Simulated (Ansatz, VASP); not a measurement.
# Rh in two plane-wave programs, part 2 of 2

One calculation is typed for both programs; each brings its own data sets. How far apart do they land? The structure shown is the end of the Ansatz relaxation below.

VASP 6.6.1 and Ansatz 0.2.0.

So far. Step 3 (VASP: single point, PBEsol, pair 1): The run ends at a pressure of 2.27 GPa.

## 6. VASP: single point, PBEsol, pair 2 (continued)

Level of this step: PBEsol; plane waves and PAW (Rh_pv) (VASP).

Numbers of over 12 decimals in the logs are rounded to 6 here.

Parts of OUTCAR (step 6):

```text
  Total       -0.0030989     -0.0030989      1.7328773      0.0000000      0.0000000      0.0000000
  in kB       -0.1857952     -0.1857952    103.8944666      0.0000000      0.0000000      0.0000000
  external PRESSURE =      34.5076254 kB  Pullay stress =       0.0000000 kB

 POSITION                                       TOTAL-FORCE (eV/Angst)
 -----------------------------------------------------------------------------------
      0.00000      0.00000      0.00000        -0.000000     -0.000000     -0.000000
      1.34982      1.34982      1.83334         0.000000      0.000000      0.000000
 -----------------------------------------------------------------------------------
    total drift:                               -0.000000      0.000000      0.000000

  FREE ENERGIE OF THE ION-ELECTRON SYSTEM (eV)
  ---------------------------------------------------
  free  energy   TOTEN  =       -16.2603174832 eV

  energy  without entropy=      -16.2397816895  energy(sigma->0) =      -16.25004959

[... 1 part as in an earlier step ...]

[... 2 further parts left out ...]
[key lines of the parts left out:]
E-fermi :  12.2851
```

The run ends at a pressure of 3.45 GPa.

## 7. Differences

What differs besides the data sets and the points named for the pairs above, as far as they apply: the data sets hold 34 valence electrons in Ansatz (on its PAW soft_1 files) and 30 in VASP. Total energies have different zeros and are not compared.

The two programs side by side:

| quantity | Ansatz | VASP | difference |
| --- | --- | --- | --- |
| pressure (GPa) | 3.46 | 3.45 | +0.01 |

## 8. Ansatz: relaxation, PBEsol

This run makes the geometry at which the two programs are then compared. The cell compared in this pair holds 27.01 Å³, against 26.72 Å³ for the pair before.

The structure compared here is the end of the Ansatz relaxation.

Contents of input.yaml:

```yaml
crystal:
  lattice:
    - [2.672925, 0.0, 0.0]
    - [0.0, 2.672925, 0.0]
    - [0.0, 0.0, 3.780086]
  atoms:
    - { symbol: Rh, position: [0.0, 0.0, 0.0] }
    - { symbol: Rh, position: [0.5, 0.5, 0.5] }
kpoints:
  mp_grid: { grid: [16, 16, 12] }
scf:
  occupations: { method: fermi_dirac, width: 0.05 }
hamiltonian:
  xc: pbesol
  pseudopotentials: { kind: paw, azcp: { folder: soft_1 }, xc_functional: pbe }
basis:
  ecutwfc: 600
output:
  forces: true
  stress: true
relax:
  f_tol: 0.005
  max_steps: 70
  cell: { stress_tol: 0.02, p_target: 0, fix: [c, alpha, beta, gamma] }
```

The run is started by

```console
$ ansatz run input.yaml --threads 4 --pin off --max-ram 10240MiB --backend cpu --events-out ev --progress --plain --runs-dir out
```

Output:

```text
[...]
Crystal: 2 atoms, lattice volume = 27.007 Å³
Basis set: ecut = 600 eV, 903 PW (Γ), exchange–correlation on 48×48×64 points (8 copies of the dense FFT grid, shifted against one another)
Bands: 21, of which v1, the nominal top of the filled ones, is band 17 counted from 1 (16 counted from 0)
Symmetry: 32 space group operations
[...]
k-points: 315 of 3072
[...]
-0.000422       0.000000       0.000000
        0.000000      -0.000422       0.000000
        0.000000       0.000000      -0.092041
  P = ⅓ Tr σ = -0.0310 GPa (-0.310 kbar)
--- Relaxed structure (3 steps of the walk, 3 accepted, 1 SCFs on fresh bases) ---
[...]
cell:  # Å, volume = 27.0096 Å³
    - [2.673059, 0, 0.0]
    - [0, 2.673059, 0.0]
    - [0.0, 0.0, 3.780086]
  atoms:
    - { symbol: Rh, position: [0.0, 0.0, 0.0] }
    - { symbol: Rh, position: [0.5, 0.5, 0.500000] }
[key lines of the parts left out:]
SCF converged after 9 iterations
Free energy (F): -12677.594986 eV
Fermi energy:    22.782885 eV
```

## 9. VASP: single point, PBEsol, pair 3

The same cell, functional, mesh and smearing now go to VASP, with its own data sets.

Contents of INCAR:

```
SYSTEM = Rh
PREC = Accurate
ENCUT = 500
EDIFF = 1E-06
NELM = 120
ISMEAR = -1
SIGMA = 0.05
LREAL = .FALSE.
ALGO = Normal
GGA = PS
NBANDS = 21
LASPH = .TRUE.
LORBIT = 11
LWAVE = .FALSE.
LCHARG = .FALSE.
ISIF = 2
GGA_COMPAT = .FALSE.
KPAR = 2
```

Contents of POSCAR:

```
Rh
1.0
    2.6730585518      0.0000000000      0.0000000000
    0.0000000000      2.6730585518      0.0000000000
    0.0000000000      0.0000000000      3.7800860000
Rh
2
Direct
    0.0000000000      0.0000000000      0.0000000000
    0.5000000000      0.5000000000      0.5000000000
```

Contents of KPOINTS:

```
Automatic mesh
0
Gamma
16 16 12
0 0 0
```

The projector-augmented-wave data sets are Rh_pv (PBE family, release 64).

The run is started by

```console
$ mpirun -np 2 vasp_std
```

Output:

```text
[... set-up lines as in an earlier step ...]
 entering main loop
       N       E                     dE             d eps       ncg     rms          rms(c)
DAV:   1     0.316244719088E+03    0.31624E+03   -0.18196E+04 13310   0.159E+03
DAV:   2    -0.104234706710E+02   -0.32667E+03   -0.31615E+03 13736   0.481E+02
DAV:   3    -0.174971494867E+02   -0.70737E+01   -0.70191E+01 15045   0.796E+01
DAV:   4    -0.175473713813E+02   -0.50222E-01   -0.50215E-01 14704   0.684E+00
[...]
DAV:   9    -0.162865523196E+02    0.83276E-03   -0.64266E-04 15015   0.319E-01    0.371E-02
DAV:  10    -0.162865629841E+02   -0.10664E-04   -0.71485E-06 15294   0.263E-02    0.833E-03
DAV:  11    -0.162865630562E+02   -0.72133E-07   -0.13689E-06  9662   0.126E-02
   1 F= -.16286563E+02 E0= -.16276135E+02  d E =-.208556E-01
```

OUTCAR, selected parts (step 9):

```text
  Total       -0.0026650     -0.0026650     -0.0181787      0.0000000     -0.0000000      0.0000000
  in kB       -0.1580821     -0.1580821     -1.0783349      0.0000000     -0.0000000      0.0000000
  external PRESSURE =      -0.4648330 kB  Pullay stress =       0.0000000 kB

 POSITION                                       TOTAL-FORCE (eV/Angst)
 -----------------------------------------------------------------------------------
      0.00000      0.00000      0.00000         0.000000      0.000000     -0.000000
      1.33653      1.33653      1.89004        -0.000000     -0.000000      0.000000
 -----------------------------------------------------------------------------------
    total drift:                               -0.000000      0.000000      0.000000

  FREE ENERGIE OF THE ION-ELECTRON SYSTEM (eV)
  ---------------------------------------------------
  free  energy   TOTEN  =       -16.2865630562 eV

  energy  without entropy=      -16.2657074396  energy(sigma->0) =      -16.27613525

[... 1 part as in an earlier step ...]

[... 2 further parts left out ...]
[key lines of the parts left out:]
E-fermi :  12.0857
```

The run ends at a pressure of -0.05 GPa.

## 10. Differences

What differs besides the data sets and the points named for the pairs above, as far as they apply: the data sets hold 34 valence electrons in Ansatz (on its PAW soft_1 files) and 30 in VASP. Total energies have different zeros and are not compared.

Compared:

| quantity | Ansatz | VASP | difference |
| --- | --- | --- | --- |
| pressure (GPa) | -0.03 | -0.05 | +0.02 |

## 11. What came out

```json
{
  "difference in pressure (single point, PBEsol, pair 1)": "0.017 GPa",
  "difference in pressure (single point, PBEsol, pair 2)": "0.012 GPa",
  "difference in pressure (single point, PBEsol, pair 3)": "0.016 GPa"
}
```

The difference in pressure is 0.017 GPa (single point, PBEsol, pair 1), within the 1 GPa picked in this series as the mark of a large difference. The data sets hold unlike numbers of valence electrons (34 in Ansatz and 30 in VASP), so part of the differences comes from the potentials. 4 further runs of this series are not shown here. How closely two codes agree says nothing of how well the functional describes the real material.

[Lines on the potential files, build, host, timing and source positions are cut from VASP's logs without a mark.]

[Logs are printed without paths, hosts, clocks, repeated set-up lines and the standing remarks that a program may print on its own settings, such as how far it seeks lower states.]

[Hosts, paths, dates, database ids (printed as entryN), source tags and the programs' standing remarks are cut or masked in the printed files.]
